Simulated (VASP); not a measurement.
VASP ran on this input.

File KPOINTS:
```
Automatic mesh
0
Gamma
5 5 10
0 0 0
```

**INCAR**
```
ISMEAR  =  1
ALGO  =  Normal
SIGMA  =  0.1
ENCUT  =  520   ! plane-wave cut-off (eV)
PREC  =  Accurate
LMAXMIX  =  6   ! l cut-off of mixed one-centre charges
LREAL  =  .FALSE.   ! projection in real space or not
EDIFFG  =  -0.02
LCHARG  =  .FALSE.
SYSTEM  =  Hf2Zr2C4
LASPH  =  .TRUE.   ! aspherical one-centre terms
NSW  =  60   ! most ionic steps
NELM  =  100   ! most electronic steps
IBRION  =  2   ! conjugate gradients
EDIFF  =  1E-6
LWAVE  =  .FALSE.
GGA  =  PS   ! PBEsol
ISIF  =  3   ! ions, shape and volume
```

### POSCAR
```
Hf2Zr2C4
1
    0.0005565808     4.6378693136     4.6378209891
    4.6383850839     0.0000408105     4.6383367626
    2.3192129472     2.3192129472    -0.0000000000
Zr C Hf
2 4 2
Direct
  1.0000000000   1.0000000000   0.0000000000
  1.0000000000   0.5000000000   0.0000000000
  0.2536720310   0.2487759134   0.4975520556
  0.2536720310   0.7487759134   0.4975520556
  0.7463279690   0.2512240866   0.5024479444
  0.7463279690   0.7512240866   0.5024479444
  0.5000000000   1.0000000000   0.0000000000
  0.5000000000   0.5000000000   0.0000000000
```

POTCAR, in this order: Zr_sv C Hf_pv (PBE.64 set). Program: vasp_std.

Problem. Write an equivalent input for Ansatz.

Solution. One equivalent input (not run):
Ansatz 0.2 input:
```yaml
crystal:
  lattice:
    - [0.0005566, 4.6378693, 4.6378210]
    - [4.6383851, 0.0000408, 4.6383368]
    - [2.3192129, 2.3192129, 0.0000000]
  atoms:
    - { symbol: Zr, position: [1.0000000, 1.0000000, 0.0000000] }
    - { symbol: Zr, position: [1.0000000, 0.5000000, 0.0000000] }
    - { symbol: C, position: [0.2536720, 0.2487759, 0.4975521] }
    - { symbol: C, position: [0.2536720, 0.7487759, 0.4975521] }
    - { symbol: C, position: [0.7463280, 0.2512241, 0.5024479] }
    - { symbol: C, position: [0.7463280, 0.7512241, 0.5024479] }
    - { symbol: Hf, position: [0.5000000, 1.0000000, 0.0000000] }
    - { symbol: Hf, position: [0.5000000, 0.5000000, 0.0000000] }
kpoints:
  mp_grid: { grid: [5, 5, 10] }
hamiltonian:
  xc: pbesol
  pseudopotentials: { kind: paw }
scf:
  occupations: { method: methfessel_paxton, width: 0.1 }
  max_iter: 100
relax:
  max_steps: 60
  f_tol: 0.02
  cell: {}
output: { forces: true, stress: true, eigenvalues: true }
```
Limits of the translation: each code has its own PAW files, so the cut-off isn't converted (ENCUT is set for VASP's; basis.ecutwfc is left out, and Ansatz then takes the one that its files recommend); Ansatz stops its SCF on the density residual and VASP on the energy change (EDIFF).

The structure was generated: Hf2Zr2C4 was put into an ordered model structure (R-3m), which need not be its known phase. It was relaxed first. The start is the result of an earlier pass.
